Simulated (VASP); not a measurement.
# MgTe: stress against strain

MgTe (wurtzite, P6_3mc, 34.470 Å³/atom and stress up to 0.03 GPa in the relaxed cell, c along z) under an equal strain ε along x and y, with z held. PBE in VASP (plane waves, PAW), 480 eV, 12×12×4 Γ-centred mesh, Gaussian smearing 0.05 eV; ions are relaxed, or left where forces stay under 0.02 eV/Å, within the symmetry of each cell. Stress is positive for a compressed cell.

Here s stands for strain and y for stress xx.

```csv
strain (%),stress xx (GPa)
-3.00,?
-1.50,1.26
-1.00,0.82
-0.50,0.39
0.00,-0.02
0.50,-0.41
1.00,-0.78
1.50,-1.13
```

The 7 complete rows are fitted with a straight line, y against s. Means: s 0, y 0.019. About the means, the sum of products is -5.5850 and the sum of squares of s is 7.0000; the slope is their ratio. Least squares gives y = 0.019 - 0.7979·s. Residuals (row less fit): 0.044, 0.003, -0.028, -0.039, -0.030, -0.001, 0.048; standard error 0.039 (degrees of freedom: 5). The slope gives the elastic constants C11 + C12 = 80 ± 1 GPa (± standard error of the fit, which holds the terms cut off).

### Question
Estimate the missing y (s = -3.00); what did the run itself give?

### Answer
y = 0.019 - 0.7979 × (-3.0) = 2.413 GPa. The calculation gives 2.66 GPa, 0.247 GPa above the prediction (6.5 % of the range of y in the table). The row lies outside the fitted rows, so this is an extrapolation. From the scatter of the fitted rows alone, a prediction at this place has a standard error of 0.060 GPa, so the miss is 4.1 times that.

A polynomial of degree 2 through the 12 other runs of the series gives 2.66 there, so most of the miss is curvature that the fit leaves out. Spin-orbit coupling is left out, which can shift these values for the heavy elements here. Rows are the converged runs of the series near zero and its far end, less any whose ions stayed unrelaxed beside relaxed ones; series whose fitted rows scatter by over a few per cent of the range, as at a crossing or softening among them, aren't shown in this form. Most that stay on the fit to the last digits aren't either.
